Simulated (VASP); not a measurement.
VASP input:

File KPOINTS:
```
Automatic mesh
0
Gamma
8 8 12
0 0 0
```

INCAR:
```
SYSTEM = MnO2
PREC = Accurate
ENCUT = 520
EDIFF = 1E-7
NELM = 100
ALGO = Normal
LREAL = .FALSE.
LASPH = .TRUE.
ISMEAR = -5
GGA = MK
PARAM1 = 0.1234568
PARAM2 = 0.7114
ZAB_VDW = -1.8867
LUSE_VDW = .TRUE.
AGGAC = 0.0
LMAXMIX = 4
ISPIN = 2
MAGMOM = 2.4 -2.4 -0.0 0.0 0.0 -0.0
LORBIT = 11
LWAVE = .FALSE.
LCHARG = .TRUE.
NEDOS = 601
ISIF = 2
LEFG = .TRUE.
```

**POSCAR**
```
MnO2
1
    4.3994003251    -0.0000000000     0.0000000000
   -0.0000000000     4.3994003251     0.0000000000
    0.0000000000     0.0000000000     2.8521066724
Mn O
2 4
Direct
  0.0000000000   0.0000000000   1.0000000000
  0.5000000000   0.5000000000   0.5000000000
  0.3035189134   0.3035189134   0.0000000000
  0.8035189134   0.1964810866   0.5000000000
  0.1964810866   0.8035189134   0.5000000000
  0.6964810866   0.6964810866   0.0000000000
```

POTCAR, in this order: Mn_pv O (PBE.64 set). Program: vasp_std.

Q: Translate this rev-vdW-DF2 calculation to Quantum ESPRESSO's pw.x.

A: One equivalent input (not run):
```
&CONTROL
  calculation = 'scf'
  pseudo_dir = './pseudo'
  outdir = './out'
  tprnfor = .true.
  tstress = .true.
/
&SYSTEM
  ibrav = 0
  nat = 6
  ntyp = 3
  ecutwfc = 96
  occupations = 'tetrahedra'
  input_dft = 'vdw-df2-b86r'
  nspin = 2
  starting_magnetization(1) = 0.24
  starting_magnetization(2) = -0.24
/
&ELECTRONS
  conv_thr = 7.3e-09
  electron_maxstep = 100
/
ATOMIC_SPECIES
  Mn1 54.938 Mn.upf
  Mn2 54.938 Mn.upf
  O 15.999 O.upf
CELL_PARAMETERS angstrom
     4.3994003   -0.0000000    0.0000000
    -0.0000000    4.3994003    0.0000000
     0.0000000    0.0000000    2.8521067
ATOMIC_POSITIONS crystal
  Mn1  0.0000000  0.0000000  1.0000000
  Mn2  0.5000000  0.5000000  0.5000000
  O    0.3035189  0.3035189  0.0000000
  O    0.8035189  0.1964811  0.5000000
  O    0.1964811  0.8035189  0.5000000
  O    0.6964811  0.6964811  0.0000000
K_POINTS automatic
  8 8 12 0 0 0
```
What does not carry over: the potentials are each code's own (VASP's PAW set, PseudoDojo norm-conserving files in pw.x), so ENCUT and ecutwfc are chosen apart and not converted; conv_thr bounds pw.x's estimated SCF error, while EDIFF bounds the energy change between steps; starting_magnetization is a fraction of the valence charge and MAGMOM a moment in μB, so they match only roughly; the field gradients of LEFG aren't asked of the other code.

The compound is MnO2 in the rutile structure. It was relaxed first.
